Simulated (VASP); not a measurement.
Input of a VASP 6.6.1 run:

The input INCAR:

```
SYSTEM = Nb2B
  ALGO = Normal
  EDIFF = 1E-7
  EDIFFG = -0.01
  ENCUT = 600
  GGA = PE
  IBRION = 2
  ISIF = 3
  ISMEAR = -1
  LASPH = .True.
  LCHARG = .False.
  LREAL = .False.
  LWAVE = .False.
  NELM = 60
  NSW = 40
  PREC = Accurate
  PSTRESS = 300
  SIGMA = 0.05
```

KPOINTS

```
k-points
0
Gamma
  7 7 10
  0 0 0
```

File POSCAR:

```
Nb2B
1.0
    4.4076000000      0.0000000000      0.0000000000
   -2.2038000000      3.8171000000      0.0000000000
    0.0000000000      0.0000000000      2.6685500000
Nb B
2 1
Direct
    0.3333300000      0.6666700000      0.5000000000
    0.6666700000      0.3333300000      0.5000000000
    0.0000000000      0.0000000000      0.0000000000
```

Potentials or basis: VASP PAW PBE potentials, release 64 (Nb_sv, B).

Run with:

```sh
$ cat potpaw_PBE.64/Nb_sv/POTCAR potpaw_PBE.64/B/POTCAR > POTCAR
$ mpirun -np 1 vasp_std > vasp.out
```

**Question.** What does it give for the relaxed volume?

**Answer.** 12.99 Å³/atom.

**Question.** Predict the relaxed cell.

**Answer.** a = 4.200 Å, b = 4.200 Å, c = 2.551 Å, α = 90.00°, β = 90.00°, γ = 120.00°.

**Question.** What does it give for the space group after relaxing (to 0.05 Å)?

**Answer.** P6/mmm (No. 191).

The path:
| step | energy change (eV) | largest force (eV/Å) | pressure (GPa) | volume (Å³) |
| --- | --- | --- | --- | --- |
| 1 | 0.0000 | 0.0005 | -0.11 | 44.90 |
| 2 | 5.7853 | 0.0008 | 168.79 | 28.99 |
| 3 | 0.3953 | 0.0002 | 26.26 | 39.53 |
| 4 | 0.4662 | 0.0002 | 29.01 | 39.12 |
| 5 | 0.4928 | 0.0002 | 30.01 | 38.97 |
| 6 | 0.4929 | 0.0002 | 29.99 | 38.97 |
| 7 | 0.4927 | 0.0000 | 29.99 | 38.97 |

Caveat: the cell is relaxed towards a set pressure, so the enthalpy falls and the energy may rise.
